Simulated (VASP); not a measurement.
A convergence study with VASP on InSb (zinc blende): a few settings are varied, all else stays as given below, so the limit is that of these other settings.

```
CELL_PARAMETERS angstrom
      0.00000     3.24000     3.24000
      3.24000     0.00000     3.24000
      3.24000     3.24000     0.00000
ATOMIC_POSITIONS crystal
  In 0.00000 0.00000 0.00000
  Sb 0.25000 0.25000 0.25000
```

The numbers are results of PBEsol GGA, VASP's PBE PAW potentials (set 64) (plane waves; VASP), not measurements. The last row used: 550 eV cut-off, 14×14×14 Γ-centred mesh, second-order Methfessel-Paxton smearing of 0.40 eV, potentials In_d Sb.

| setting | E (eV/atom) | pressure (GPa) | irreducible k-points |
|---|---|---|---|
| ISMEAR = -1, SIGMA = 0.01, 4×4×4 mesh | -3.7701 | 1.36 | 8 |
| ISMEAR = -1, SIGMA = 0.1, 4×4×4 mesh | -3.7711 | 1.35 | 8 |
| ISMEAR = 0, SIGMA = 0.01, 4×4×4 mesh | -3.7700 | 1.36 | 8 |
| ISMEAR = 0, SIGMA = 0.2, 4×4×4 mesh | -3.7711 | 1.35 | 8 |
| ISMEAR = 1, SIGMA = 0.05, 4×4×4 mesh | -3.7702 | 1.36 | 8 |
| ISMEAR = 1, SIGMA = 0.2, 4×4×4 mesh | -3.7708 | 1.37 | 8 |
| ISMEAR = 2, SIGMA = 0.05, 4×4×4 mesh | -3.7701 | 1.36 | 8 |
| ISMEAR = 2, SIGMA = 0.2, 4×4×4 mesh | -3.7706 | 1.36 | 8 |
| ISMEAR = -1, SIGMA = 0.01, 8×8×8 mesh | -3.8461 | 0.84 | 29 |
| ISMEAR = -1, SIGMA = 0.2, 8×8×8 mesh | -3.8441 | 0.91 | 29 |
| ISMEAR = 0, SIGMA = 0.01, 8×8×8 mesh | -3.8461 | 0.84 | 29 |
| ISMEAR = 0, SIGMA = 0.4, 8×8×8 mesh | -3.8455 | 0.87 | 29 |
| ISMEAR = 1, SIGMA = 0.05, 8×8×8 mesh | -3.8461 | 0.84 | 29 |
| ISMEAR = 1, SIGMA = 0.4, 8×8×8 mesh | -3.8461 | 0.83 | 29 |
| ISMEAR = 2, SIGMA = 0.05, 8×8×8 mesh | -3.8461 | 0.84 | 29 |
| ISMEAR = 2, SIGMA = 0.4, 8×8×8 mesh | -3.8460 | 0.84 | 29 |
| ISMEAR = -1, SIGMA = 0.05, 14×14×14 mesh | -3.8488 | 0.82 | 104 |
| ISMEAR = -1, SIGMA = 0.2, 14×14×14 mesh | -3.8466 | 0.89 | 104 |
| ISMEAR = 0, SIGMA = 0.1, 14×14×14 mesh | -3.8488 | 0.82 | 104 |
| ISMEAR = 0, SIGMA = 0.4, 14×14×14 mesh | -3.8482 | 0.85 | 104 |
| ISMEAR = 1, SIGMA = 0.1, 14×14×14 mesh | -3.8488 | 0.82 | 104 |
| ISMEAR = 1, SIGMA = 0.4, 14×14×14 mesh | -3.8489 | 0.81 | 104 |
| ISMEAR = 2, SIGMA = 0.1, 14×14×14 mesh | -3.8488 | 0.82 | 104 |
| ISMEAR = 2, SIGMA = 0.4, 14×14×14 mesh | -3.8488 | 0.82 | 104 |

Left out are rungs that failed or repeat a setting and relaxations that didn't move; long series are thinned to 24 rows.

The compound is InSb in the zinc blende structure. The cell was not relaxed at this level.
